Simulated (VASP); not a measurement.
CsTaS2:

```
Cs Ta S
1.0
     3.54238    0.00000    0.00000
    -1.77119    3.06779    0.00000
     0.00000    0.00000    8.26848
Cs Ta S
1 1 2
Direct
  0.00000 0.00000 0.50000
  0.33333 0.66667 0.00000
  0.66667 0.33333 0.18177
  0.66667 0.33333 0.81823
```

The cell was built by a generator and needn't be a form met in nature.

```yaml
Program: VASP 6.6.1
Task: relaxation of cell and atoms
Functional: AM05
Potentials_or_basis: VASP PAW PBE potentials, release 64 (Cs_sv, Ta_pv, S)
Cutoff: 600 eV
k_mesh: 7 × 7 × 3
Occupations: fermi-dirac, width 0.05 eV
Spin: no spin polarisation
```

At the start: pressure -3.4 GPa; volume 22.46 Å³/atom.

Problem. Where does the relaxation end?

Solution. Over 8 steps the energy falls by 9.3 meV/atom and the volume is 21.62 Å³/atom (-3.7 %); space group P-6m2 (No. 187, to 0.05 Å).

The path:
| step | energy change (eV) | largest force (eV/Å) | pressure (GPa) | volume (Å³) |
| --- | --- | --- | --- | --- |
| 1 | 0.0000 | 0.3044 | -3.38 | 89.86 |
| 2 | 0.0039 | 0.6367 | 3.86 | 83.84 |
| 3 | -0.0354 | 0.1315 | -0.13 | 86.84 |
| 4 | -0.0354 | 0.1402 | -0.06 | 86.78 |
| 5 | -0.0371 | 0.0446 | 0.03 | 86.49 |
| 6 | -0.0372 | 0.0280 | 0.03 | 86.44 |
| 7 | -0.0372 | 0.0243 | 0.04 | 86.43 |
| 8 | -0.0373 | 0.0041 | -0.05 | 86.49 |

Final structure:
```
Cs Ta S
1.0
     3.49135    0.00000    0.00000
    -1.74568    3.02360    0.00000
     0.00000    0.00000    8.19279
Cs Ta S
1 1 2
Direct
  0.00000 0.00000 0.50000
  0.33333 0.66667 0.00000
  0.66667 0.33333 0.18188
  0.66667 0.33333 0.81812
```

Caveat: the PAW data sets were made with another functional, which shifts forces and pressure a little.
